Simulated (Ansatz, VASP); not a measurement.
# TaInS3: VASP beside Ansatz

Wanted: the spread between two codes on one cell, functional and k mesh. The cell is generated by rule, not measured, and may not be a known phase. The cell is taken from a series of runs on this material, whose earlier steps may have relaxed, scaled, displaced or heated it; both programs get it as it stands.

Main program and level: Ansatz 0.2.0; plane waves, with VASP 6.6.1 beside it; relaxation of cell and atoms at PBE.

## 1. Starting point

Symmetry: Pm-3m, No. 221, cubic system. Conventional cell: a = 4.861 Å, b = 4.861 Å, c = 4.861 Å, α = 90.00°, β = 90.00°, γ = 90.00°. Nearest to In lie 12 S at 3.44 Å. Ta has 6 S at 2.43 Å nearest. Nearest to S lie 2 Ta at 2.43 Å. Farther neighbours and most contacts between anions are not listed.

As a file:

```
In Ta S
1.0
     4.86080    0.00000    0.00000
     0.00000    4.86080    0.00000
     0.00000    0.00000    4.86080
In Ta S
1 1 3
Direct
  0.00000 0.00000 0.00000
  0.50000 0.50000 0.50000
  0.50000 0.50000 0.00000
  0.50000 0.00000 0.50000
  0.00000 0.50000 0.50000
```

## 2. VASP: relaxation of cell and atoms, PBE, pair 1

The relaxed volume is the usual yardstick between codes: in a stiff, nearly cubic crystal its relative difference is about their pressure difference at one cell divided by the bulk modulus.

Lines of VASP's logs that name or quote its potential files are left out, and so is its time.

Input file INCAR:

```
SYSTEM = TaInS3
PREC = Accurate
ENCUT = 500
EDIFF = 1E-07
NELM = 120
ISMEAR = 0
SIGMA = 0.1
LREAL = .FALSE.
ALGO = Normal
GGA = PE
NBANDS = 27
LASPH = .TRUE.
LORBIT = 11
LWAVE = .FALSE.
LCHARG = .FALSE.
ISIF = 3
IBRION = 2
NSW = 80
EDIFFG = -0.005
GGA_COMPAT = .FALSE.
NELMIN = 4
KPAR = 2
```

Input file POSCAR:

```
TaInS3
1.0
    4.8608000000      0.0000000000      0.0000000000
    0.0000000000      4.8608000000      0.0000000000
    0.0000000000      0.0000000000      4.8608000000
In Ta S
1 1 3
Direct
    0.0000000000      0.0000000000      0.0000000000
    0.5000000000      0.5000000000      0.5000000000
    0.5000000000      0.5000000000      0.0000000000
    0.5000000000      0.0000000000      0.5000000000
    0.0000000000      0.5000000000      0.5000000000
```

Input file KPOINTS:

```
Automatic mesh
0
Gamma
8 8 8
0 0 0
```

Potentials, in the order of the species: In_d, Ta_pv and S (PBE family, release 64).

Run with:

```sh
$ mpirun -np 2 vasp_std
```

Numbers of over 12 decimals in the logs are rounded to 6 here.

Output:

```text
[banner, memory and clock lines left out]
running    2 mpi-ranks, on    1 nodes
 distrk:  each k-point on    1 cores,    2 groups
 distr:  one band on    1 cores,    1 groups

 POSCAR found type information on POSCAR InTaS
 POSCAR found :  3 types and       5 ions
 LDA part: xc-table for (Slater+PW92), standard interpolation
 POSCAR, INCAR and KPOINTS ok, starting setup
 FFT: planning ... GRIDC
 FFT: planning ... GRID_SOFT
 FFT: planning ... GRID
 WAVECAR not read
 entering main loop
       N       E                     dE             d eps       ncg     rms          rms(c)
DAV:   1     0.372725036840E+03    0.37273E+03   -0.19777E+04  1890   0.156E+03
DAV:   2     0.948371411670E+01   -0.36324E+03   -0.35312E+03  2058   0.397E+02
DAV:   3    -0.307249051610E+02   -0.40209E+02   -0.38205E+02  2450   0.126E+02
DAV:   4    -0.326665070366E+02   -0.19416E+01   -0.19312E+01  2371   0.273E+01
DAV:   5    -0.327409888682E+02   -0.74482E-01   -0.74430E-01  2970   0.567E+00    0.184E+01
DAV:   6    -0.297501528069E+02    0.29908E+01   -0.14749E+01  2363   0.198E+01    0.885E+00
DAV:   7    -0.296406768492E+02    0.10948E+00   -0.18800E+00  2485   0.753E+00    0.597E+00
DAV:   8    -0.295930777423E+02    0.47599E-01   -0.41304E-01  2337   0.383E+00    0.775E-01
DAV:   9    -0.295857150120E+02    0.73627E-02   -0.79911E-02  2313   0.168E+00    0.375E-01
DAV:  10    -0.295858574768E+02   -0.14246E-03   -0.46268E-03  2568   0.463E-01    0.200E-01
DAV:  11    -0.295861036308E+02   -0.24615E-03   -0.22760E-03  2296   0.231E-01    0.739E-02
DAV:  12    -0.295859320932E+02    0.17154E-03   -0.14256E-03  2116   0.173E-01    0.256E-02
DAV:  13    -0.295859298311E+02    0.22622E-05   -0.46823E-05  2308   0.401E-02    0.203E-02
DAV:  14    -0.295859284025E+02    0.14286E-05   -0.10763E-05  2353   0.163E-02    0.600E-03
DAV:  15    -0.295859275687E+02    0.83373E-06   -0.32589E-06  2281   0.936E-03    0.221E-03
DAV:  16    -0.295859275098E+02    0.58908E-07   -0.41980E-07  1998   0.331E-03
   1 F= -.29585928E+02 E0= -.29583636E+02  d E =-.295859E+02
 curvature:   0.00 expect dE= 0.000E+00 dE for cont linesearch  0.000E+00
 trial: gam= 0.00000 g(F)=  0.000E+00 g(S)=  0.575E-03 ort = 0.000E+00 (trialstep = 0.100E+01)
 search vector abs. value=  0.575E-03
 bond charge predicted
       N       E                     dE             d eps       ncg     rms          rms(c)
DAV:   1    -0.295904344375E+02   -0.45069E-02   -0.12687E-01  2401   0.382E+00    0.506E-01
DAV:   2    -0.295867205365E+02    0.37139E-02   -0.85603E-03  2297   0.109E+00    0.185E-01
DAV:   3    -0.295860140451E+02    0.70649E-03   -0.26995E-03  2566   0.460E-01    0.747E-02
DAV:   4    -0.295859952858E+02    0.18759E-04   -0.13557E-04  2247   0.726E-02    0.528E-02
DAV:   5    -0.295860006452E+02   -0.53593E-05   -0.21643E-05  2056   0.335E-02    0.150E-02
DAV:   6    -0.295860027594E+02   -0.21143E-05   -0.52384E-06  2756   0.258E-02    0.841E-03
DAV:   7    -0.295860035475E+02   -0.78806E-06   -0.53933E-07  2442   0.521E-03    0.185E-03
DAV:   8    -0.295860031227E+02    0.42474E-06   -0.39489E-08  1128   0.234E-03    0.518E-04
DAV:   9    -0.295860031086E+02    0.14156E-07   -0.23362E-08  1089   0.113E-03
   2 F= -.29586003E+02 E0= -.29583715E+02  d E =-.755988E-04
 trial-energy change:   -0.000076  1 .order   -0.000067   -0.000575    0.000440
 step:   0.5782(harm=  0.5665)  dis= 0.00000  next Energy=   -29.586095 (dE=-0.168E-03)
 bond charge predicted
       N       E                     dE             d eps       ncg     rms          rms(c)
DAV:   1    -0.295868876285E+02   -0.88451E-03   -0.22641E-02  2384   0.163E+00    0.212E-01
DAV:   2    -0.295862366245E+02    0.65100E-03   -0.15185E-03  2285   0.442E-01    0.786E-02
DAV:   3    -0.295861093729E+02    0.12725E-03   -0.48461E-04  2559   0.193E-01    0.314E-02
DAV:   4    -0.295861016564E+02    0.77165E-05   -0.24886E-05  2263   0.312E-02    0.227E-02
DAV:   5    -0.295860961010E+02    0.55554E-05   -0.38985E-06  2043   0.144E-02    0.645E-03
DAV:   6    -0.295860947096E+02    0.13914E-05   -0.10161E-06  2618   0.115E-02    0.358E-03
DAV:   7    -0.295860943783E+02    0.33130E-06   -0.67244E-08  1142   0.217E-03    0.677E-04
DAV:   8    -0.295860945304E+02   -0.15219E-06   -0.34285E-08  1071   0.258E-03    0.192E-04
DAV:   9    -0.295860945365E+02   -0.60090E-08   -0.88702E-09  1044   0.849E-04
   3 F= -.29586095E+02 E0= -.29583805E+02  d E =-.167027E-03
 curvature:  -0.28 expect dE=-0.379E-07 dE for cont linesearch -0.379E-07
 trial: gam= 0.00000 g(F)=  0.344E-66 g(S)=  0.134E-06 ort =-0.877E-05 (trialstep = 0.916E+00)
 search vector abs. value=  0.134E-06
 reached required accuracy - stopping structural energy minimisation
```

OUTCAR, selected parts (step 2):

```text
ion  position               nearest neighbor table
   1  0.000  0.000  0.000-
   2  0.500  0.500  0.500-   3 2.43   4 2.43   5 2.43   3 2.43   4 2.43   5 2.43
   3  0.500  0.500  0.000-   2 2.43   2 2.43
   4  0.500  0.000  0.500-   2 2.43   2 2.43
   5  0.000  0.500  0.500-   2 2.43   2 2.43

  LATTYP: Found a simple cubic cell.
 ALAT       =     4.8608000000

 Subroutine GETGRP returns: Found 48 space group operations
 (whereof 48 operations were pure point group operations)

The static configuration has the point symmetry O_h .

 Found     35 irreducible k-points:

   k-points           NKPTS =     35   k-points in BZ     NKDIM =     35   number of bands    NBANDS=     27

   dimension x,y,z NGX =    36 NGY =   36 NGZ =   36
   dimension x,y,z NGXF=    72 NGYF=   72 NGZF=   72

   ENCUT  =  500.0 eV  36.75 Ry    6.06 a.u.   8.86  8.86  8.86*2*pi/ulx,y,z

   NELECT =      42.0000    total number of electrons

 k-points in reciprocal lattice and weights: Automatic mesh
   0.00000000  0.00000000  0.00000000       0.002
   0.12500000  0.00000000  0.00000000       0.012
   0.25000000  0.00000000  0.00000000       0.012
   0.37500000  0.00000000  0.00000000       0.012
   0.50000000  0.00000000  0.00000000       0.006
   0.12500000  0.12500000  0.00000000       0.023
   0.25000000  0.12500000  0.00000000       0.047
   0.37500000  0.12500000  0.00000000       0.047
   0.50000000  0.12500000  0.00000000       0.023
[...]
0.50000000  0.50000000  0.37500000       0.012
   0.50000000  0.50000000  0.50000000       0.002

 average (electrostatic) potential at core
       1 -96.0117       2 -39.6518       3 -86.6993       4 -86.6993       5 -86.6993

 E-fermi :   4.3639

 k-point     1 :       0.0000    0.0000    0.0000
  band No.  band energies     occupation
    ...
     20       3.5220      2.00000
     21       3.5220      2.00000
     22       3.8869      2.00000
     23       3.8869      2.00000
     24       3.8869      2.00000
     25       6.2886      0.00000
     26       6.2886      0.00000
     27       8.7284      0.00000

 k-point     2 :       0.1250    0.0000    0.0000
  band No.  band energies     occupation
    ...
     18       3.0313      2.00000
     19       3.2008      2.00000
     20       3.4051      2.00000
     21       3.4051      2.00000
     22       3.8936      2.00000
     23       4.5679      0.00391
     24       4.5679      0.00391
     25       6.2944      0.00000
     26       6.7693      0.00000
     27       9.1486      0.00000

 k-point     3 :       0.2500    0.0000    0.0000
  band No.  band energies     occupation
    ...
     18       2.8816      2.00000
     19       3.4351      2.00000
     20       3.4351      2.00000
     21       3.4470      2.00000
     22       3.9102      2.00000
     23       5.4937      0.00000
     24       5.4937      0.00000
     25       6.3063      0.00000
     26       7.1088      0.00000
     27       8.4977      0.00000

  Total        0.0021497      0.0021497      0.0021497      0.0000000     -0.0000000      0.0000000
  in kB        0.0300597      0.0300597      0.0300597      0.0000000     -0.0000000      0.0000000
  external PRESSURE =       0.0300597 kB  Pullay stress =       0.0000000 kB

  energy-cutoff  :      500.00
  volume of cell :      114.58
      direct lattice vectors                 reciprocal lattice vectors
     4.856978719 -0.000000000  0.000000000     0.205889311  0.000000000 -0.000000000
    -0.000000000  4.856978719 -0.000000000     0.000000000  0.205889311 -0.000000000
     0.000000000  0.000000000  4.856978719    -0.000000000  0.000000000  0.205889311

 POSITION                                       TOTAL-FORCE (eV/Angst)
 -----------------------------------------------------------------------------------
      0.00000      0.00000      0.00000         0.000000     -0.000000      0.000000
      2.42849      2.42849      2.42849        -0.000000      0.000000      0.000000
      2.42849      2.42849      0.00000         0.000000     -0.000000      0.000000
      2.42849      0.00000      2.42849         0.000000     -0.000000      0.000000
      0.00000      2.42849      2.42849        -0.000000     -0.000000      0.000000
 -----------------------------------------------------------------------------------
    total drift:                                0.000000      0.000000      0.000000

  FREE ENERGIE OF THE ION-ELECTRON SYSTEM (eV)
  ---------------------------------------------------
  free  energy   TOTEN  =       -29.5860945365 eV

  energy  without entropy=      -29.5815157816  energy(sigma->0) =      -29.58380516

 reached required accuracy - stopping structural energy minimisation

 total charge
# of ion       s       p       d       tot
------------------------------------------
    1        1.185   0.140   9.852  11.178
    2        0.305   6.207   2.171   8.683
    3        1.337   2.409   0.000   3.746
    4        1.337   2.409   0.000   3.746
    5        1.337   2.409   0.000   3.746
--------------------------------------------------
tot          5.502  13.574  12.023  31.100

[... 3 further parts left out ...]
```

CONTCAR:

```
TaInS3
   1.00000000000000
     4.8569787193840162   -0.0000000000000000    0.0000000000000000
    -0.0000000000000000    4.8569787193840162   -0.0000000000000000
     0.0000000000000000    0.0000000000000000    4.8569787193840162
  In              Ta              S
     1     1     3
Direct
     0.0000000000000000    0.0000000000000000    0.0000000000000000
     0.5000000000000000    0.5000000000000000    0.5000000000000000
     0.5000000000000000    0.5000000000000000    0.0000000000000000
     0.5000000000000000    0.0000000000000000    0.5000000000000000
     0.0000000000000000    0.5000000000000000    0.5000000000000000
```

## 3. Ansatz: relaxation of cell and atoms, PBE, pair 1

Ansatz runs on its PAW soft_1 files.

The same cell, functional, mesh and smearing now go to Ansatz, which takes its cutoff from its data sets.

Input file input.yaml:

```yaml
crystal:
  lattice:
    - [4.8608, 0.0, 0.0]
    - [0.0, 4.8608, 0.0]
    - [0.0, 0.0, 4.8608]
  atoms:
    - { symbol: In, position: [0.0, 0.0, 0.0] }
    - { symbol: Ta, position: [0.5, 0.5, 0.5] }
    - { symbol: S, position: [0.5, 0.5, 0.0] }
    - { symbol: S, position: [0.5, 0.0, 0.5] }
    - { symbol: S, position: [0.0, 0.5, 0.5] }
kpoints:
  mp_grid: { grid: [8, 8, 8] }
hamiltonian:
  xc: pbe
  pseudopotentials: { kind: paw, azcp: { folder: soft_1 } }
scf:
  occupations: { method: gaussian, width: 0.1 }
output:
  forces: true
  stress: true
  eigenvalues: true
  write_density: true
  write_potential: true
  elf: true
  volumetric_format: npy
relax:
  adjacent_minimum: "off"
  f_tol: 0.005
  max_steps: 80
  cell: { stress_tol: 0.05 }
```

Run with:

```sh
$ ansatz run input.yaml --threads 4 --pin off --max-ram 16384MiB --backend cpu --events-out ev --progress --plain --runs-dir out
```

Output:

```text
Engine: ansatz 0.2.0, aarch64-unknown-linux-gnu
Pseudopotentials: kind: paw
Pseudopotential: In, paw, valence charge 13, recommended cutoff 420 eV (normal), soft_1/In.paw.azcp
Pseudopotential: Ta, paw, valence charge 13, recommended cutoff 420 eV (normal), soft_1/Ta.paw.azcp
Pseudopotential: S, paw, valence charge 6, recommended cutoff 420 eV (normal), soft_1/S.paw.azcp
Functional definition: PBE
  parameter kappa = 0.804
  parameter beta = 0.066725
  exchange = pbe_x(kappa = kappa, mu = beta*pi^2/3)
  correlation = pbe_c(beta = beta)
Crystal: 5 atoms, lattice volume = 114.848 Å³
Basis set: ecut = 420 eV, 2205 PW (Γ), exchange–correlation on 72×72×72 points (8 copies of the dense FFT grid, shifted against one another)
Bands: 27, of which v1, the nominal top of the filled ones, is band 22 counted from 1 (21 counted from 0)
Symmetry: 48 space group operations
Space group: Pm-3m (ITA 221), of the structure as read, at distance tolerance 4.9e-5 Å
k-points: 35 of 512
Non-local potential: In, projectors of the file, l = 0: 2, l = 1: 2, l = 2: 2, l = 3: 1
Non-local potential: Ta, projectors of the file, l = 0: 3, l = 1: 2, l = 2: 2, l = 3: 1
Non-local potential: S, projectors of the file, l = 0: 2, l = 1: 2, l = 2: 1
PAW form: soft (Blöchl's): semilocal exchange-correlation on the pseudo side does not see the compensation charge
PAW one-centre angular grid: In, 590 points (default); XC on 64 Gauss nodes
PAW one-centre angular grid: Ta, 590 points (default); XC on 64 Gauss nodes
PAW one-centre angular grid: S, 110 points (default); XC on 64 Gauss nodes
Initial density: superposition of atomic densities (chi_scale 0.1, normalization cell, long waves kept (reshape's long-wave potential 0.00 eV rms))
Initial wavefunctions: pseudopotential atomic-orbital guess
Functional: x = pbe(κ = 0.804, μ = 0.219515), c = pbe(β = 0.066725)
SCF iter   1: F=—  HF=-18240.421493 eV  |F-HF|=—  |Δ(HF+E_count)|=         —  Δρ=2.54e-2  dr2=6.56e-1  ethr=3.10e-3  ⟨swp⟩=6.9  Hψ=4559  notcnv=0
preconditioner: auto → Resta (q_TF=auto, 2.325 Å⁻¹)  ε∞=5.5  [insulator: Δε(μ)=0.130 eV  Ē_g=9.849 eV  σ=0.100 eV  W_gap=0.51  n_scr=26 (ndim 8)  ℏωp=20.8 eV  f_vac=0.000  D(μ)=1.15/eV (n_scr^D=6)  ε∞_Penn≈5.5]
SCF iter   2: F=—  HF=-18240.289161 eV  |F-HF|=—  |Δ(HF+E_count)|=   1.32e-1  Δρ=1.47e-2  dr2=2.32e-1  ethr=1.49e-3  ⟨swp⟩=1.3  Hψ=1240  notcnv=0  defer=2
preconditioner: auto → Kerker (q_TF=auto, 2.325 Å⁻¹)  [metal: Δε(μ)=0.015 eV  Ē_g=9.777 eV  σ=0.100 eV  W_gap=0.08  n_scr=26 (ndim 8)  ℏωp=20.8 eV  f_vac=0.000  D(μ)=1.01/eV (n_scr^D=0)]
SCF iter   3: F=—  HF=-18240.242614 eV  |F-HF|=—  |Δ(HF+E_count)|=   4.65e-2  Δρ=2.71e-3  dr2=1.26e-2  ethr=5.27e-4  ⟨swp⟩=2.2  Hψ=1514  notcnv=0  defer=17
SCF iter   4: F=—  HF=-18240.242468 eV  |F-HF|=—  |Δ(HF+E_count)|=   1.46e-4  Δρ=9.90e-4  dr2=1.75e-3  ethr=2.86e-5  ⟨swp⟩=2.4  Hψ=1618  notcnv=0  defer=20
SCF iter   5: F=—  HF=-18240.242901 eV  |F-HF|=—  |Δ(HF+E_count)|=   4.33e-4  Δρ=2.62e-4  dr2=2.10e-4  ethr=3.97e-6  ⟨swp⟩=2.0  Hψ=1231  notcnv=0  defer=20
SCF iter   6: F=—  HF=-18240.242964 eV  |F-HF|=—  |Δ(HF+E_count)|=   6.33e-5  Δρ=7.43e-5  dr2=9.34e-6  ethr=4.76e-7  ⟨swp⟩=2.0  Hψ=1248  notcnv=0  defer=20
SCF iter   7: F=—  HF=-18240.242965 eV  |F-HF|=—  |Δ(HF+E_count)|=   8.59e-7  Δρ=1.50e-5  dr2=2.79e-7  ethr=2.12e-8  ⟨swp⟩=2.1  Hψ=1422  notcnv=0  defer=21
SCF iter   8: F=-18240.242965 eV  HF=-18240.242965 eV  |F-HF|=1.16e-8  |Δ(HF+E_count)|=   2.16e-7  Δρ=3.20e-6  dr2=9.25e-9  ethr=2.27e-10  ⟨swp⟩=14.5  Hψ=7668  notcnv=0
SCF 1 converged in 8 iterations: F = -18240.242965 eV  dr2 = 9.25e-9
  greatest PAW one-centre occupation: 0.999 electrons in one spin orbital (limit 2), on the Ta atom at site 1 (counted from 0), in its partial waves of l = 0
relax step   1: F+E_penalty+E_count = -18240.24296501 eV  Δ(F+E_penalty+E_count) = +0.000e0 eV  max|allowed force component| = 1.323e-29 eV/Å  Δτ_max = 0.0000 Å  P = -0.183 GPa  Ω = 114.848 Å³  (8 SCF iters, dr2 threshold 1.00e-7 eV, accepted)
[...]
relax step   2: F+E_penalty+E_count = -18240.24314215 eV  Δ(F+E_penalty+E_count) = -1.771e-4 eV  max|allowed force component| = 4.904e-30 eV/Å  Δτ_max = 0.0000 Å  P = +0.039 GPa  Ω = 114.546 Å³  energy of the carried Pulay correction = +4.119e-5 eV  (6 SCF iters, dr2 threshold 8.39e-8 eV, accepted)
[...]
relax step   3: F+E_penalty+E_count = -18240.24310610 eV  Δ(F+E_penalty+E_count) = +3.605e-5 eV  max|allowed force component| = 3.984e-30 eV/Å  Δτ_max = 0.0000 Å  P = +0.039 GPa  Ω = 114.546 Å³  stress off target by 3.94e-2 GPa  SCF on the basis re-selected at this cell (its energy is not comparable with the rows above)  (8 SCF iters)
basis re-selected at this cell: Δ(F+E_penalty+E_count) = +3.605e-5 eV, ΔP = -0.000 GPa vs the last step (what re-selecting the basis moved, of the pressure what is left beyond the Pulay correction that the steps carried, after the strain that the cell walked since its last selection, with what the two solves' SCF thresholds leave and, on support functions, any second-order correction that the steps lacked; it is no m [...]
SCF converged after 8 iterations
Free energy (F): -18240.243106 eV
Harris-Foulkes:  -18240.243106 eV  (|F-HF|=7.28e-12)
Internal energy: -18240.238538 eV  (E = F + TS)
E sigma→0 (E₀):  -18240.240822 eV
Entropy (-TS):   -0.004568 eV (-0.914 meV/atom)
Fermi energy:    7.710044 eV
--- Per-component energies (eV) ---
  E_band       = -278.702339
  E_kinetic    = 918.781252
  E_local      = -2511.307313  (includes V_loc(G=0)·N_el)
  E_nonlocal   = 419.226448
  E_hartree    = 931.629998
  E_xc         = -730.511474
  E_vxc        = -569.858836  (∫ρ·V_xc dr)
  E_paw        = -14332.958108  (= ΣΔE_a)
  E_vpaw       = -398.804122  (= ΣTr[D̂ρ^β])
  E_aug_tail   = 0.000238  (compensation charges beyond the density's cutoff)
  E_ewald      = -2935.099578
  E_smearing   = -0.004568  (= −TS)
  E_closure    = -0.000000  (closes the sum)
  Σ components = -18240.243106   (vs F -18240.243106, Δ=0.00e0)
--- Forces (eV/Å), atoms counted from 1 ---
  atom   1  In     0.00000000    -0.00000000    -0.00000000
  atom   2  Ta     0.00000000     0.00000000     0.00000000
  atom   3  S      0.00000000     0.00000000     0.00000000
  atom   4  S      0.00000000     0.00000000    -0.00000000
  atom   5  S      0.00000000     0.00000000    -0.00000000
  max |Σ_I F_I| component: 6.38e-30 eV/Å
--- Stress (GPa, compression-positive) ---
        0.039425      -0.000000       0.000000
       -0.000000       0.039425      -0.000000
        0.000000      -0.000000       0.039425
  P = ⅓ Tr σ = 0.0394 GPa (0.394 kbar)
--- Band table (eV; the first three rows and the last of 35) ---
  k-point 0: bands = [... 18 lower, 6.4407, 6.8520, 6.8520, 6.8520, 7.2340, 7.2340, 7.2340, 9.6384, ... 1 higher]
  k-point 1: bands = [... 18 lower, 6.3748, 6.5377, 6.7391, 6.7391, 7.2408, 7.9121, 7.9121, 9.6441, ... 1 higher]
  k-point 2: bands = [... 18 lower, 6.2251, 6.7698, 6.7698, 6.7905, 7.2574, 8.8398, 8.8398, 9.6560, ... 1 higher]
  k-point 34: bands = [... 18 lower, 4.6005, 7.7551, 7.7551, 7.7551, 10.0921, 10.0921, 10.0921, 13.8306, ... 1 higher]
--- Relaxed structure (2 steps of the walk, 2 accepted, 1 SCFs on fresh bases) ---
  F+E_penalty+E_count = -18240.24310610 eV   max|allowed force component| = 3.984e-30 eV/Å   (the final SCF, on the basis selected at the relaxed cell)
  cell:  # Å, volume = 114.5462 Å³
    - [4.856539, 0, 0]
    - [0, 4.856539, 0.0]
    - [0.0, 0.0, 4.856539]
  atoms:
    - { symbol: In, position: [0, 0, 0] }
    - { symbol: Ta, position: [0.5, 0.5, 0.5] }
    - { symbol: S, position: [0.5, 0.5, 0] }
    - { symbol: S, position: [0.5, 0, 0.5] }
    - { symbol: S, position: [0, 0.5, 0.5] }
```

In the SCF lines HF is the Harris–Foulkes energy and dr2 the Hartree energy of the density residual, in eV; the loop may stop once dr2 is under the threshold and the program's other checks hold. Hψ counts applications of the Hamiltonian.

[end of part 1 of 2]

[Lines on the potential files, build, host, timing and source positions are cut from VASP's logs without a mark.]

[Logs are printed without paths, hosts, clocks, repeated set-up lines and the standing remarks that a program may print on its own settings, such as how far it seeks lower states.]

[Hosts, paths, dates, database ids (printed as entryN), source tags and the programs' standing remarks are cut or masked in the printed files.]
